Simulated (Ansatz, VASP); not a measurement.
# Ru (Ruthenium): VASP beside Ansatz

One calculation is typed for both programs; each brings its own data sets. How far apart do they land? The cell is taken from a series of runs on this material, whose earlier steps may have relaxed, scaled, displaced or heated it; both programs get it as it stands.

Method: plane waves, with VASP 6.6.1 beside it; zone-centre phonons at LDA, in Ansatz 0.2.0.

## Step 1: Starting point

Symmetry: P6_3/mmc, No. 194, hexagonal system. Conventional cell: a = 2.755 Å, b = 2.755 Å, c = 4.151 Å, α = 90.00°, β = 90.00°, γ = 120.00°. Ru has 12 Ru at 2.62 to 2.76 Å nearest.

## Step 2: Ansatz: zone-centre phonons, LDA

Ansatz runs on its PAW soft_1 files.

Second derivatives magnify differences that forces hide, and they need a tight electronic threshold.

Input file input.yaml:

```yaml
crystal:
  lattice:
    - [2.7551515548, 0.0, 0.0]
    - [-1.3775757774, 2.3860312377, 0.0]
    - [0.0, 0.0, 4.1513545276]
  atoms:
    - { symbol: Ru, position: [0.3333333333, 0.6666666667, 0.25] }
    - { symbol: Ru, position: [0.6666666667, 0.3333333333, 0.75] }
kpoints:
  mp_grid: { grid: [18, 18, 12] }
hamiltonian:
  xc: lda
  pseudopotentials: { kind: paw, azcp: { folder: soft_1 }, xc_functional: pbe }
scf:
  occupations: { method: methfessel_paxton, width: 0.2 }
output:
  eigenvalues: true
phonons:
  method: dfpt
```

Started as:

```bash
$ ansatz run input.yaml --threads 4 --pin off --max-ram 10240MiB --backend cpu --events-out ev --progress --plain --runs-dir out
```

Numbers of over 12 decimals in the logs are rounded to 6 here.

Log:

```text
zone centre: on kpoints.mp_grid the ground state, and the responses unless they are solved on pairs of k-points, stand on 637 of the mesh's 3888 k-points, reduced under 4 symmetry operations, with k and −k counted as one. Each operation leaves every solved displacement unchanged or reverses it
Engine: ansatz 0.2.0, aarch64-unknown-linux-gnu
Pseudopotentials: kind: paw
Pseudopotential: Ru, paw, valence charge 16, recommended cutoff 420 eV (normal), soft_1/Ru.paw.azcp
Functional definition: SPW92
  exchange = slater_x
  correlation = pw_c
Crystal: 2 atoms, lattice volume = 27.290 Å³
Basis set: ecut = 420 eV, 535 PW (Γ), exchange–correlation on 40×40×60 points (8 copies of the dense FFT grid, shifted against one another)
Bands: 20, of which v1, the nominal top of the filled ones, is band 16 counted from 1 (15 counted from 0)
Symmetry: 24 space group operations
k-points: 637 of 3888 (irreducible under 4 space group operations, time reversal used)
Non-local potential: Ru, projectors of the file, l = 0: 3, l = 1: 2, l = 2: 2, l = 3: 1
PAW form: soft (Blöchl's): semilocal exchange-correlation on the pseudo side does not see the compensation charge
PAW frozen core: Ru, regenerated for the run's functional, and the local potential with it (the file was generated under x = pbe(κ = 0.804, μ = 0.219515), c = pbe(β = 0.066725))
PAW one-centre angular grid: Ru, 590 points (default); XC on 64 Gauss nodes
Initial density: superposition of atomic densities (chi_scale 0.1, normalization cell)
Initial wavefunctions: pseudopotential atomic-orbital guess
Functional: x = slater, c = lda
SCF iter   1: F=—  HF=-11518.102589 eV  |F-HF|=—  |Δ(HF+E_count)|=         —  Δρ=1.31e-1  dr2=4.46e0  ethr=3.10e-3  ⟨swp⟩=5.0  Hψ=111728  notcnv=0  defer=53
automatic band count: the SCF goes on with 24 bands, as 20 were too few: they end inside the smearing window of the response
preconditioner: auto → none  [metal: Δε(μ)=0.012 eV  Ē_g=11.458 eV  σ=0.200 eV  W_gap=0.05  n_scr=8 (ndim 8)  ℏωp=28.4 eV  f_vac=0.000  D(μ)=1.38/eV (n_scr^D=8)  sad-step TF]
SCF iter   2: F=—  HF=-11517.042801 eV  |F-HF|=—  |Δ(HF+E_count)|=    1.06e0  S|Δr|=    0.00e0  Δρ=7.36e-2  dr2=1.41e0  ethr=3.10e-3  ⟨swp⟩=2.8  Hψ=29488  notcnv=0  defer=1748
SCF iter   3: F=—  HF=-11516.564886 eV  |F-HF|=—  |Δ(HF+E_count)|=   4.78e-1  S|Δr|=    0.00e0  Δρ=3.47e-3  dr2=1.47e-3  ethr=3.10e-3  ⟨swp⟩=2.0  Hψ=21904  notcnv=0  defer=1748
SCF iter   4: F=—  HF=-11516.565916 eV  |F-HF|=—  |Δ(HF+E_count)|=   1.03e-3  S|Δr|=    0.00e0  Δρ=5.22e-4  dr2=2.65e-5  ethr=4.60e-6  ⟨swp⟩=2.5  Hψ=31050  notcnv=0  defer=1605
SCF iter   5: F=—  HF=-11516.565926 eV  |F-HF|=—  |Δ(HF+E_count)|=   9.27e-6  S|Δr|=    0.00e0  Δρ=1.76e-4  dr2=4.19e-6  ethr=8.28e-8  ⟨swp⟩=2.1  Hψ=23163  notcnv=0  defer=1605
SCF iter   6: F=—  HF=-11516.565924 eV  |F-HF|=—  |Δ(HF+E_count)|=   1.33e-6  S|Δr|=    0.00e0  Δρ=2.31e-5  dr2=5.92e-8  ethr=1.31e-8  ⟨swp⟩=2.8  Hψ=24627  notcnv=0  defer=1605
SCF iter   7: F=—  HF=-11516.565925 eV  |F-HF|=—  |Δ(HF+E_count)|=   2.12e-7  S|Δr|=    0.00e0  Δρ=3.66e-6  dr2=2.71e-9  ethr=1.85e-10  ⟨swp⟩=2.0  Hψ=21388  notcnv=0  defer=1605
SCF iter   8: F=—  HF=-11516.565925 eV  |F-HF|=—  |Δ(HF+E_count)|=  6.49e-10  S|Δr|=    0.00e0  Δρ=4.47e-7  dr2=4.11e-11  ethr=8.46e-12  ⟨swp⟩=2.8  Hψ=24085  notcnv=0  defer=1605
SCF iter   9: F=-11516.565925 eV  HF=-11516.565925 eV  |F-HF|=5.46e-12  |Δ(HF+E_count)|=  7.28e-12  S|Δr|=    0.00e0  Δρ=2.48e-8  dr2=8.36e-14  ethr=1.00e-12  ⟨swp⟩=10.0  Hψ=73156  notcnv=0
SCF 1 converged in 9 iterations: F = -11516.565925 eV  dr2 = 8.36e-14
  greatest PAW one-centre occupation: 1.000 electrons in one spin orbital (limit 2), on the Ru atom at site 1 (counted from 0), in its partial waves of l = 0
DFPT response loops at Γ: preconditioner auto → Kerker (q_TF=auto, 2.802 Å⁻¹) (partly filled bands, converged f_vac=0.000); β = 1.00, the filter's whole step (`scf.mixing.beta` (0.50) is not read by the response loops under this deck's `scf.mixing.preconditioner`; to damp them name `kerker` or `kerker_dos`, under which they read `scf.mixing.beta`, and type it under 1.00, their step now; both keys bind the ground state too); Broyden in place of MSR1
SCF converged after 9 iterations
Stability not checked: this state was not tested for a lower state beside it, because cold or Methfessel-Paxton smearing, or corrected tetrahedra, fill the levels in a way that the test cannot read (fill_not_monotonic; see scf.lower_state_search)
Free energy (F): -11516.565925 eV
Harris-Foulkes:  -11516.565925 eV  (|F-HF|=5.46e-12)
Internal energy: -11516.565345 eV  (E = F + TS)
E sigma→0 (E₀):  -11516.565780 eV
Entropy (-TS):   -0.000580 eV (-0.290 meV/atom)
Fermi energy:    22.885100 eV
Step filling:    the computed levels leave a gap of 0.0000 eV = 0.0 smearing widths at the electron count; against every level under it full and every level over it empty, smearing changes F+E_penalty+E_count by -0.284 meV and its σ→0 estimate by -0.139 meV
--- Per-component energies (eV) ---
  E_band       = -125.206279
  E_kinetic    = 920.253964
  E_local      = -2566.505654  (includes V_loc(G=0)·N_el)
  E_nonlocal   = 835.899227
  E_hartree    = 846.200791
  E_xc         = -338.442166
  E_vxc        = -429.501760  (∫ρ·V_xc dr)
  E_paw        = -6763.541502  (= ΣΔE_a)
  E_vpaw       = -577.754777  (= ΣTr[D̂ρ^β])
  E_aug_tail   = 0.001123  (compensation charges beyond the density's cutoff)
  E_ewald      = -4451.574497
  E_core_change = 1.143369  (= ΣΔE_core)
  E_smearing   = -0.000580  (= −TS)
  E_closure    = -0.000000  (closes the sum)
  Σ components = -11516.565925   (vs F -11516.565925, Δ=0.00e0)
--- Band table (eV; the first three rows and the last of 637) ---
  k-point 0: bands = [... 12 lower, 20.9112, 21.0192, 21.0192, 21.1137, 21.1137, 24.0561, 24.0561, 24.7196, ... 4 higher]
  k-point 1: bands = [... 12 lower, 20.8628, 20.9546, 20.9546, 21.2782, 21.2782, 24.0769, 24.0769, 24.4241, ... 4 higher]
  k-point 2: bands = [... 12 lower, 20.7276, 20.7824, 20.7824, 21.6493, 21.6493, 23.6709, 24.1136, 24.1136, ... 4 higher]
  k-point 636: bands = [... 12 lower, 20.2427, 20.2427, 21.4926, 21.4926, 24.4343, 24.4343, 27.7861, 27.7861, ... 4 higher]
--- Phonons (Γ-DFPT): 2 representative perturbations + reference, on 637 of 3888 k-points (Σ response iterations 6) ---
  k mesh reduced under 4 symmetry operations, with k and −k counted as one. Each operation leaves every solved displacement unchanged or reverses it
  ASR residual: 1.098e-5 → 0.000e0 eV/Å²; symmetrization residual: 2.438e-13 eV/Å²
  ASR residual per site (eV/Å²): 1.10e-5 1.10e-5
  Γ frequencies (cm⁻¹): 0.00 0.00 0.00 208.62 208.62 278.22
  non-analytic LO–TO correction: not included (Born effective charges unavailable; polar crystals: no LO–TO splitting at Γ)
```

The column dr2 measures how far the density is from self-consistency, as an energy; F and HF (Harris–Foulkes) agree once it is small.

## Step 3: VASP: zone-centre phonons, LDA

The same cell, functional (in two slightly different forms), mesh and smearing now go to VASP, with its own data sets.

Lines of VASP's logs that name or quote its potential files are left out, and so is its time.

Input file INCAR:

```
SYSTEM = Ru
PREC = Accurate
ENCUT = 500
EDIFF = 1E-08
NELM = 120
ISMEAR = 1
SIGMA = 0.2
LREAL = .FALSE.
ALGO = Normal
GGA = CA
NBANDS = 20
LASPH = .TRUE.
LORBIT = 11
LWAVE = .FALSE.
LCHARG = .FALSE.
ISIF = 2
IBRION = 8
GGA_COMPAT = .FALSE.
KPAR = 2
```

Input file POSCAR:

```
Ru
1.0
    2.7551515548      0.0000000000      0.0000000000
   -1.3775757774      2.3860312377      0.0000000000
    0.0000000000      0.0000000000      4.1513545276
Ru
2
Direct
    0.3333333333      0.6666666667      0.2500000000
    0.6666666667      0.3333333333      0.7500000000
```

Input file KPOINTS:

```
Automatic mesh
0
Gamma
18 18 12
0 0 0
```

PAW data sets: Ru_pv (LDA family, release 64).

Started as:

```bash
$ mpirun -np 2 vasp_std
```

Log:

```text
[banner, memory and clock lines left out]
running    2 mpi-ranks, on    1 nodes
 distrk:  each k-point on    1 cores,    2 groups
 distr:  one band on    1 cores,    1 groups

 POSCAR found type information on POSCAR Ru
 POSCAR found :  1 types and       2 ions
 LDA part: xc-table for (Slater(with rela. corr.)+CA(PZ))
 , standard interpolation
 POSCAR, INCAR and KPOINTS ok, starting setup
 FFT: planning ... GRIDC
 FFT: planning ... GRID_SOFT
 FFT: planning ... GRID
 WAVECAR not read
 entering main loop
       N       E                     dE             d eps       ncg     rms          rms(c)
DAV:   1     0.280146892330E+03    0.28015E+03   -0.17353E+04 10392   0.151E+03
DAV:   2    -0.168070053768E+02   -0.29695E+03   -0.28882E+03 10680   0.454E+02
DAV:   3    -0.227371759127E+02   -0.59302E+01   -0.58785E+01 11792   0.716E+01
DAV:   4    -0.227858233231E+02   -0.48647E-01   -0.48602E-01 13560   0.605E+00
DAV:   5    -0.227865200782E+02   -0.69676E-03   -0.69470E-03 11588   0.622E-01    0.183E+01
DAV:   6    -0.213864720648E+02    0.14000E+01   -0.33792E+00 11776   0.181E+01    0.461E+00
DAV:   7    -0.213092008761E+02    0.77271E-01   -0.46164E-01 11848   0.475E+00    0.110E+00
DAV:   8    -0.212997241181E+02    0.94768E-02   -0.24631E-02 11568   0.124E+00    0.369E-01
DAV:   9    -0.212987098529E+02    0.10143E-02   -0.16758E-03 11708   0.456E-01    0.360E-02
DAV:  10    -0.212987229991E+02   -0.13146E-04   -0.13813E-04 11800   0.119E-01    0.232E-02
DAV:  11    -0.212987219039E+02    0.10952E-05   -0.18933E-05 11768   0.418E-02    0.178E-03
DAV:  12    -0.212987218881E+02    0.15843E-07   -0.28141E-07 12144   0.482E-03    0.117E-03
DAV:  13    -0.212987218730E+02    0.15088E-07   -0.92256E-09  7576   0.938E-04    0.486E-04
DAV:  14    -0.212987218794E+02   -0.64206E-08   -0.14871E-09  7148   0.382E-04
   1 F= -.21298722E+02 E0= -.21298551E+02  d E =-.513494E-03
 Linear response reoptimize wavefunctions to high precision
DAV:   1    -0.212987218792E+02    0.22965E-09   -0.87218E-11  6916   0.106E-04
DAV:   2    -0.212987218792E+02   -0.15007E-10   -0.10770E-11  6708   0.344E-05
 Linear response DOF=           2
 Linear response progress:
  Degree of freedom:   1/  2
       N       E                     dE             d eps       ncg     rms          rms(c)
RMM:   1    -0.510440857515E+00   -0.51044E+00    0.34440E+00 46344   0.596E+01
RMM:   2    -0.612518767243E+00   -0.10208E+00   -0.12058E-01 63527   0.293E+00    0.140E-01
RMM:   3    -0.611543278439E+00    0.97549E-03   -0.36379E-03 73176   0.493E-01    0.641E-02
RMM:   4    -0.610403546876E+00    0.11397E-02   -0.45628E-04 73666   0.166E-01    0.236E-02
RMM:   5    -0.610263131265E+00    0.14042E-03   -0.39049E-05 87909   0.427E-02    0.100E-02
RMM:   6    -0.610188838212E+00    0.74293E-04   -0.39121E-05 77618   0.128E-02    0.607E-03
RMM:   7    -0.610183798086E+00    0.50401E-05   -0.35165E-05 77381   0.745E-03    0.716E-04
RMM:   8    -0.610201494186E+00   -0.17696E-04   -0.23980E-05 95071   0.244E-03    0.331E-04
RMM:   9    -0.610208432889E+00   -0.69387E-05   -0.13537E-05 86836   0.103E-03    0.801E-05
RMM:  10    -0.610209288266E+00   -0.85538E-06   -0.78610E-06 99940   0.571E-04    0.202E-05
RMM:  11    -0.610209597455E+00   -0.30919E-06   -0.43434E-06 88680   0.353E-04    0.958E-06
RMM:  12    -0.610209641793E+00   -0.44337E-07   -0.25468E-06 93000   0.252E-04    0.479E-06
RMM:  13    -0.610209608262E+00    0.33531E-07   -0.15596E-06102300   0.195E-04    0.122E-06
RMM:  14    -0.610209625227E+00   -0.16965E-07   -0.96662E-07 94647   0.163E-04    0.113E-06
RMM:  15    -0.610209655212E+00   -0.29984E-07   -0.62756E-07 92046   0.147E-04    0.309E-07
RMM:  16    -0.610209658041E+00   -0.28290E-08   -0.42030E-07 82918   0.134E-04    0.581E-07
RMM:  17    -0.610209675340E+00   -0.17300E-07   -0.28706E-07 89980   0.129E-04    0.934E-08
 first order change of Fermi-energy   0.56149E-05
 force on displaced ion       1 direction 1 :  -8.120   0.001   0.000
 Linear response progress:
  Degree of freedom:   2/  2
       N       E                     dE             d eps       ncg     rms          rms(c)
RMM:   1    -0.612302161676E+00   -0.61230E+00    0.38011E+00 15968   0.602E+01
RMM:   2    -0.725931782761E+00   -0.11363E+00   -0.13315E-01 22075   0.302E+00    0.143E-01
RMM:   3    -0.725716827520E+00    0.21496E-03   -0.10063E-03 25283   0.462E-01    0.725E-02
RMM:   4    -0.725164503541E+00    0.55232E-03   -0.16628E-04 25002   0.163E-01    0.215E-02
RMM:   5    -0.725030138864E+00    0.13436E-03    0.35592E-04 29488   0.509E-02    0.149E-02
RMM:   6    -0.725005119318E+00    0.25020E-04    0.10456E-04 26144   0.172E-02    0.109E-02
RMM:   7    -0.724956667664E+00    0.48452E-04    0.26014E-05 25156   0.104E-02    0.212E-03
RMM:   8    -0.724953874101E+00    0.27936E-05    0.25175E-05 30368   0.384E-03    0.671E-04
RMM:   9    -0.724962937409E+00   -0.90633E-05    0.20697E-05 28671   0.153E-03    0.751E-05
RMM:  10    -0.724964382537E+00   -0.14451E-05    0.14636E-05 29627   0.665E-04    0.392E-05
RMM:  11    -0.724966236898E+00   -0.18544E-05    0.75794E-06 31209   0.398E-04    0.112E-05
RMM:  12    -0.724966922408E+00   -0.68551E-06    0.38334E-06 30902   0.272E-04    0.419E-06
RMM:  13    -0.724967212647E+00   -0.29024E-06    0.18402E-06 33888   0.207E-04    0.167E-06
RMM:  14    -0.724967354942E+00   -0.14230E-06    0.12570E-06 32620   0.171E-04    0.158E-06
RMM:  15    -0.724967507456E+00   -0.15251E-06    0.27550E-07 31329   0.155E-04    0.837E-07
RMM:  16    -0.724967588603E+00   -0.81147E-07   -0.20320E-07 32913   0.144E-04    0.738E-07
RMM:  17    -0.724967611038E+00   -0.22435E-07   -0.43347E-07 28765   0.137E-04    0.422E-07
RMM:  18    -0.724967627260E+00   -0.16222E-07   -0.49197E-07 23072   0.132E-04    0.412E-07
RMM:  19    -0.724967645651E+00   -0.18391E-07   -0.59446E-07 23366   0.129E-04    0.407E-07
RMM:  20    -0.724967650892E+00   -0.52413E-08   -0.62547E-07 22098   0.128E-04    0.463E-07
 first order change of Fermi-energy   0.15096E-03
 force on displaced ion       1 direction 3 :   0.000   0.000 -14.623
 Linear response finished
```

[end of part 1 of 2]

[Lines on the potential files, build, host, timing and source positions are cut from VASP's logs without a mark.]

[Logs are printed without paths, hosts, clocks, repeated set-up lines and the standing remarks that a program may print on its own settings, such as how far it seeks lower states.]

[Hosts, paths, dates, database ids (printed as entryN), source tags and the programs' standing remarks are cut or masked in the printed files.]
